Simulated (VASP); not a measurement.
Input:

```xyz
2
Lattice="0.0000 2.7178 2.7178 2.7178 0.0000 2.7178 2.7178 2.7178 0.0000" Properties=species:S:1:pos:R:3 pbc="T T T"
Si     0.0000     0.0000     0.0000
Si     1.3589     1.3589     1.3589
```

The numbers are results of PBEsol GGA, VASP's PBE PAW potentials (set 64) (plane waves; VASP), not measurements. Run with 480 eV cut-off, 8×8×8 Γ-centred mesh, Gaussian smearing of 0.050 eV, potentials Si.

Task: What does the run give for the energy per atom (σ→0)?

Result: 
| Quantity | Result |
|---|---|
| energy per atom (σ→0) | -554.3 kJ/mol of atoms |

Total energies compare only between runs with the same potentials, cut-off and functional.

The compound is Si in the diamond structure. It was relaxed first.
